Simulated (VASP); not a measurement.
Level of theory: revTPSS meta-GGA, VASP's PBE PAW potentials (set 64) (plane waves; VASP).

Input for VASP

**INCAR**
```
SYSTEM  =  Pt
PREC  =  Accurate; ENCUT  =  520; LREAL  =  F
LASPH  =  T
EDIFF  =  1E-7; NELM  =  100; ALGO  =  Normal
LMAXMIX  =  6; LMIXTAU  =  T
ISMEAR  =  1; SIGMA  =  0.1
METAGGA  =  RTPSS
ISIF  =  2
LWAVE  =  F; LCHARG  =  F
```

### KPOINTS
```
Automatic mesh
0
Gamma
16 16 16
0 0 0
```

### POSCAR
```
Pt
1
    0.0000000000     1.9174933000     1.9174933000
    1.9174933000     0.0000000000     1.9174933000
    1.9174933000     1.9174933000     0.0000000000
Pt
1
Direct
  0.0000000000   0.0000000000   0.0000000000
```

POTCAR, in this order: Pt (PBE.64 set). Program: vasp_std.

Output of the run:

**OSZICAR**
```
       N       E                     dE             d eps       ncg     rms          rms(c)
DAV:   1     0.104576008655E+03    0.10458E+03   -0.64640E+03  2650   0.125E+03
DAV:   2     0.469143397856E+02   -0.57662E+02   -0.55619E+02  3119   0.270E+02
DAV:   3     0.456588734513E+02   -0.12555E+01   -0.12379E+01  3703   0.430E+01
DAV:   4     0.456443471401E+02   -0.14526E-01   -0.14477E-01  3769   0.447E+00
DAV:   5     0.456442287368E+02   -0.11840E-03   -0.11840E-03  3854   0.388E-01    0.206E+01
DAV:   6     0.342961972794E+02   -0.11348E+02   -0.13646E+01  2616   0.464E+01    0.903E+00
DAV:   7     0.346123779299E+02    0.31618E+00   -0.13608E+00  2728   0.109E+01    0.412E+00
DAV:   8     0.346359933723E+02    0.23615E-01   -0.98070E-02  3323   0.286E+00    0.142E+00
DAV:   9     0.346351449136E+02   -0.84846E-03   -0.67315E-02  2714   0.245E+00    0.672E-01
DAV:  10     0.346313119518E+02   -0.38330E-02   -0.25213E-02  2685   0.155E+00    0.370E-01
DAV:  11     0.346301346292E+02   -0.11773E-02   -0.49132E-03  2802   0.647E-01    0.950E-02
DAV:  12     0.346300966405E+02   -0.37989E-04   -0.19747E-04  2709   0.156E-01    0.473E-02
DAV:  13     0.346300843122E+02   -0.12328E-04   -0.60695E-06  2807   0.326E-02    0.149E-02
DAV:  14     0.346300824648E+02   -0.18473E-05   -0.25070E-06  2687   0.221E-02    0.239E-03
DAV:  15     0.346300822545E+02   -0.21031E-06   -0.11189E-07  2086   0.310E-03    0.231E-03
DAV:  16     0.346300825148E+02    0.26027E-06   -0.24715E-08  1340   0.146E-03    0.125E-03
DAV:  17     0.346300823414E+02   -0.17343E-06   -0.68476E-09  1329   0.100E-03    0.550E-05
DAV:  18     0.346300823586E+02    0.17195E-07   -0.79669E-11  1326   0.113E-04
   1 F= 0.34630082E+02 E0= 0.34630280E+02  d E =-.591561E-03
```

File OUTCAR:
```
------------------------ aborting loop because EDIFF is reached ----------------------------------------
  FORCE on cell =-STRESS in cart. coord.  units (eV):
  Direction    XX          YY          ZZ          XY          YZ          ZX
  --------------------------------------------------------------------------------------
  Total        1.8934536      1.8934536      1.8934536      0.0000000     -0.0000000      0.0000000
  in kB      215.1462047    215.1462047    215.1462047      0.0000000     -0.0000000      0.0000000
  external PRESSURE =     215.1462047 kB  Pullay stress =       0.0000000 kB
  volume of cell :       14.10
      direct lattice vectors                 reciprocal lattice vectors
     0.000000000  1.917493300  1.917493300    -0.260757104  0.260757104  0.260757104
     1.917493300  0.000000000  1.917493300     0.260757104 -0.260757104  0.260757104
     1.917493300  1.917493300  0.000000000     0.260757104  0.260757104 -0.260757104
 POSITION                                       TOTAL-FORCE (eV/Angst)
 -----------------------------------------------------------------------------------
      0.00000      0.00000      0.00000         0.000000      0.000000      0.000000
 -----------------------------------------------------------------------------------
    total drift:                               -0.000000     -0.000000     -0.000000
  FREE ENERGIE OF THE ION-ELECTRON SYSTEM (eV)
  ---------------------------------------------------
  free  energy   TOTEN  =        34.6300823586 eV

  energy  without entropy=       34.6306739195  energy(sigma->0) =       34.63027955
```
(Selected blocks of OUTCAR.)

The compound is Pt in the fcc structure. This cell is one point of a volume scan, at 0.94 of the reference volume.
